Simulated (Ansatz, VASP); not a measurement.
**CuGe3 in VASP and in Ansatz**

```
Cu Ge
1.0
     4.11215    0.00000    0.00000
     0.00000    4.11215    0.00000
     0.00000    0.00000    4.11215
Cu Ge
1 3
Cartesian
  0.0000 0.0000 0.0000
  0.0000 2.0561 2.0561
  2.0561 0.0000 2.0561
  2.0561 2.0561 0.0000
```

Alike in both runs: functional PBE; k mesh 4 × 4 × 4; occupations gaussian, width 0.1 eV; no spin polarisation.

Ansatz relaxed the structure, and its values are those at the end. VASP's run is a single point on that final structure, the one shown.

|  | VASP | Ansatz |
| --- | --- | --- |
| version | VASP 6.6.1 | Ansatz 0.2.0 |
| potentials or method | VASP PAW PBE potentials, release 64 (Cu, Ge_d) | scalar-relativistic, plane waves, PAW |
| plane-wave cutoff (eV) | 520 | 420 |
| valence electrons in the cell | 53 | 61 |

```tsv
	VASP	Ansatz	Ansatz less VASP
gap on the k mesh at the Fermi level (eV)	none	none	-
pressure (GPa)	-0.1	-0.2	-0.05
```

A gap of «none» marks a metal or a gap that the smearing closes. The two sets of potentials don't hold the same shells in valence.

Caveats: the k mesh is coarse (spacing up to 0.38 Å⁻¹), so the values aren't converged.
